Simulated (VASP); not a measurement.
An input for Quantum ESPRESSO's pw.x (written as the equivalent of a VASP run, and not itself run):

```
&CONTROL
  calculation = 'vc-relax'
  pseudo_dir = './pseudo'
  outdir = './out'
  tprnfor = .true.
  tstress = .true.
  nstep = 60
  forc_conv_thr = 0.00039
/
&SYSTEM
  ibrav = 0
  nat = 2
  ntyp = 2
  ecutwfc = 74
  occupations = 'smearing'
  smearing = 'gaussian'
  degauss = 0.003675
  input_dft = 'rpbe'
/
&ELECTRONS
  conv_thr = 7.3e-08
  electron_maxstep = 100
/
&IONS
/
&CELL
/
ATOMIC_SPECIES
  Li 6.940 Li.upf
  Cl 35.450 Cl.upf
CELL_PARAMETERS angstrom
     0.0000000    2.5700000    2.5700000
     2.5700000    0.0000000    2.5700000
     2.5700000    2.5700000    0.0000000
ATOMIC_POSITIONS crystal
  Li   0.0000000  0.0000000  0.0000000
  Cl   0.5000000  0.5000000  0.5000000
K_POINTS automatic
  8 8 8 0 0 0
```

Task: Write the VASP files for the same calculation (RPBE).

Result: Several could match; the one computed here: 
**POSCAR**
```
LiCl
1
    0.0000000000     2.5700000000     2.5700000000
    2.5700000000     0.0000000000     2.5700000000
    2.5700000000     2.5700000000     0.0000000000
Li Cl
1 1
Direct
  0.0000000000   0.0000000000   0.0000000000
  0.5000000000   0.5000000000   0.5000000000
```

### INCAR
```
ALGO = Normal
EDIFF = 1E-6
EDIFFG = -0.01
ENCUT = 520
GGA = RP
IBRION = 2
ISIF = 3
ISMEAR = 0
LASPH = .True.
LCHARG = .False.
LREAL = .False.
LWAVE = .False.
NELM = 100
NSW = 60
PREC = Accurate
SIGMA = 0.05
SYSTEM = LiCl
```

### KPOINTS
```
kpoints
0
G
8 8 8
```

POTCAR, in this order: Li_sv Cl (PBE.64 set). Program: vasp_std.

The two are equivalent in intent, not identical: the potentials are each code's own (VASP's PAW set, PseudoDojo norm-conserving files in pw.x), so ENCUT and ecutwfc are chosen apart and not converted; conv_thr bounds pw.x's estimated SCF error, while EDIFF bounds the energy change between steps; forc_conv_thr acts on force components and is met together with etot_conv_thr.

The compound is LiCl in the rock salt structure. This run relaxes it. Symmetry was kept, so distortions that lower it aren't found.
